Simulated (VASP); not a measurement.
Computed with AM05 GGA, VASP's PBE PAW potentials (set 64) (plane waves; VASP).

Input for VASP

**INCAR**
```
ALGO = Normal
EDIFF = 1E-7
EDIFFG = -0.01
ENCUT = 520
GGA = AM
IBRION = 2
ISIF = 4
ISMEAR = 1
LASPH = .TRUE.
LCHARG = .FALSE.
LMAXMIX = 6
LREAL = .FALSE.
LWAVE = .FALSE.
NELM = 100
NSW = 30
PREC = Accurate
SIGMA = 0.1
SYSTEM = La
```

**KPOINTS**
```
Regular mesh
0
G
10 10 3
0 0 0
```

### POSCAR
```
La
1.0
  1.8394034744  -3.1859404843   0.0000000000
  1.8394034744   3.1859404843   0.0000000000
  0.0000000000   0.0000000000  11.7702799436
La
4
Cart
  0.0000000000   0.0000000000   5.8851399718
  0.0000000000   0.0000000000   0.0000000000
  1.8394034744   1.0619822854   2.9425699859
  1.8394034744  -1.0619822854   8.8277099577
```

POTCAR, in this order: La (PBE.64 set). Program: vasp_std.

Output of the run:

OSZICAR:
```
       N       E                     dE             d eps       ncg     rms          rms(c)
DAV:   1     0.565627059479E+03    0.56563E+03   -0.14868E+04  1456   0.236E+03
DAV:   2     0.114201669577E+03   -0.45143E+03   -0.44572E+03  2224   0.461E+02
DAV:   3    -0.355664821289E+01   -0.11776E+03   -0.11669E+03  2690   0.280E+02
DAV:   4    -0.180264861497E+02   -0.14470E+02   -0.14263E+02  2696   0.101E+02
DAV:   5    -0.201532724606E+02   -0.21268E+01   -0.20480E+01  2880   0.339E+01    0.483E+00
DAV:   6    -0.203568423075E+02   -0.20357E+00   -0.29526E+00  2832   0.117E+01    0.239E+00
DAV:   7    -0.203515895098E+02    0.52528E-02   -0.43039E-01  2888   0.427E+00    0.699E-01
DAV:   8    -0.203554216191E+02   -0.38321E-02   -0.74700E-02  2864   0.166E+00    0.243E-01
DAV:   9    -0.203568878933E+02   -0.14663E-02   -0.15490E-02  2792   0.760E-01    0.188E-01
DAV:  10    -0.203573706629E+02   -0.48277E-03   -0.32447E-03  2664   0.363E-01    0.906E-02
DAV:  11    -0.203575571248E+02   -0.18646E-03   -0.90520E-04  2688   0.199E-01    0.267E-02
DAV:  12    -0.203575840483E+02   -0.26924E-04   -0.22711E-04  2840   0.948E-02    0.555E-03
DAV:  13    -0.203575903746E+02   -0.63263E-05   -0.32010E-05  2728   0.349E-02    0.219E-03
DAV:  14    -0.203575902387E+02    0.13593E-06   -0.62252E-06  2256   0.140E-02    0.903E-04
DAV:  15    -0.203575904539E+02   -0.21521E-06   -0.97804E-07  1792   0.730E-03    0.606E-04
DAV:  16    -0.203575906079E+02   -0.15403E-06   -0.18610E-07  1392   0.563E-03    0.470E-04
DAV:  17    -0.203575910668E+02   -0.45886E-06   -0.49956E-08  1352   0.478E-03    0.473E-04
DAV:  18    -0.203575908281E+02    0.23869E-06   -0.30699E-08  1304   0.325E-03    0.257E-04
DAV:  19    -0.203575909748E+02   -0.14672E-06   -0.14776E-08  1184   0.354E-03    0.666E-05
DAV:  20    -0.203575909944E+02   -0.19601E-07   -0.12134E-08  1112   0.198E-03
   1 F= -.20357591E+02 E0= -.20357122E+02  d E =-.203576E+02
       N       E                     dE             d eps       ncg     rms          rms(c)
DAV:   1    -0.203581599309E+02   -0.56896E-03   -0.42254E-02  2132   0.373E+00    0.990E-02
DAV:   2    -0.203578360144E+02    0.32392E-03   -0.13958E-03  2536   0.436E-01    0.531E-02
DAV:   3    -0.203577133859E+02    0.12263E-03   -0.66498E-04  2608   0.255E-01    0.133E-02
DAV:   4    -0.203577144216E+02   -0.10358E-05   -0.38015E-05  2528   0.576E-02    0.809E-03
DAV:   5    -0.203577142112E+02    0.21039E-06   -0.27002E-06  2432   0.152E-02    0.448E-03
DAV:   6    -0.203577136745E+02    0.53679E-06   -0.67730E-07  1840   0.712E-03    0.369E-04
DAV:   7    -0.203577136293E+02    0.45114E-07   -0.67824E-08  1074   0.518E-03
   2 F= -.20357714E+02 E0= -.20357242E+02  d E =-.122635E-03
       N       E                     dE             d eps       ncg     rms          rms(c)
DAV:   1    -0.203581768581E+02   -0.46318E-03   -0.38902E-02  2100   0.358E+00    0.949E-02
DAV:   2    -0.203578798790E+02    0.29698E-03   -0.12850E-03  2528   0.417E-01    0.509E-02
DAV:   3    -0.203577671935E+02    0.11269E-03   -0.61280E-04  2616   0.245E-01    0.128E-02
DAV:   4    -0.203577681733E+02   -0.97977E-06   -0.34869E-05  2528   0.554E-02    0.775E-03
DAV:   5    -0.203577679700E+02    0.20328E-06   -0.24853E-06  2408   0.146E-02    0.420E-03
DAV:   6    -0.203577674620E+02    0.50806E-06   -0.68503E-07  1824   0.713E-03    0.363E-04
DAV:   7    -0.203577674188E+02    0.43176E-07   -0.63046E-08  1092   0.506E-03
   3 F= -.20357767E+02 E0= -.20357294E+02  d E =-.176424E-03
```

OUTCAR:
```
------------------------ aborting loop because EDIFF is reached ----------------------------------------
  FORCE on cell =-STRESS in cart. coord.  units (eV):
  Direction    XX          YY          ZZ          XY          YZ          ZX
  --------------------------------------------------------------------------------------
  Total        0.2043871      0.2043871      0.1858119      0.0000000     -0.0000000      0.0000000
  in kB        2.3737367      2.3737370      2.1580059      0.0000000     -0.0000000      0.0000000
  external PRESSURE =       2.3018265 kB  Pullay stress =       0.0000000 kB
  volume of cell :      137.95
      direct lattice vectors                 reciprocal lattice vectors
     1.841429455 -3.189449589 -0.000000000     0.271528186 -0.156766861 -0.000000000
     1.841429455  3.189449589 -0.000000000     0.271528186  0.156766861 -0.000000000
     0.000000000  0.000000000 11.744394344     0.000000000  0.000000000  0.085147005
 POSITION                                       TOTAL-FORCE (eV/Angst)
 -----------------------------------------------------------------------------------
      0.00000      0.00000      5.87220        -0.000000      0.000000      0.000000
      0.00000     -0.00000     -0.00000        -0.000000      0.000000      0.000000
      1.84143      1.06315      2.93610         0.000000     -0.000000      0.000000
      1.84143     -1.06315      8.80830        -0.000000      0.000000     -0.000000
 -----------------------------------------------------------------------------------
    total drift:                                0.000000      0.000000      0.000000
  FREE ENERGIE OF THE ION-ELECTRON SYSTEM (eV)
  ---------------------------------------------------
  free  energy   TOTEN  =       -20.3577674188 eV

  energy  without entropy=      -20.3563480806  energy(sigma->0) =      -20.35729431

 reached required accuracy - stopping structural energy minimisation
```
(Selected blocks of OUTCAR.)

File CONTCAR:
```
La
   1.00000000000000
     1.8414294552811517   -3.1894495888238157   -0.0000000000000000
     1.8414294552811517    3.1894495888238157   -0.0000000000000000
     0.0000000000000000    0.0000000000000000   11.7443943444602237
  La
     4
Direct
     0.0000000000000000    0.0000000000000000    0.5000000000000000
     0.0000000000000000    0.0000000000000000    0.0000000000000000
     0.3333330000000032    0.6666669999999968    0.2500000000000000
     0.6666669999999968    0.3333330000000032    0.7500000000000000
```

The compound is La in the dhcp structure. This run relaxes it. Symmetry was kept, so distortions that lower it aren't found.
